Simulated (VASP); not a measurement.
```xyz
1
Lattice="0.0000 2.0293 2.0293 2.0293 0.0000 2.0293 2.0293 2.0293 0.0000" Properties=species:S:1:pos:R:3 pbc="T T T"
Ag     0.0000     0.0000     0.0000
```

Computed with vdW-DF-cx, VASP's PBE PAW potentials (set 64) (plane waves; VASP). Settings: 520 eV cut-off, Gaussian smearing of 0.050 eV, potentials Ag.

Problem. What does the run give for the band gap (along the path) with the smallest direct gap where there is one?

Solution. 
The band gap (along the path) is none (metal, semimetal or under 0.01 eV).

Only differences to runs with the same potentials and settings are physical.

The compound is Ag in the fcc structure. It was relaxed first.
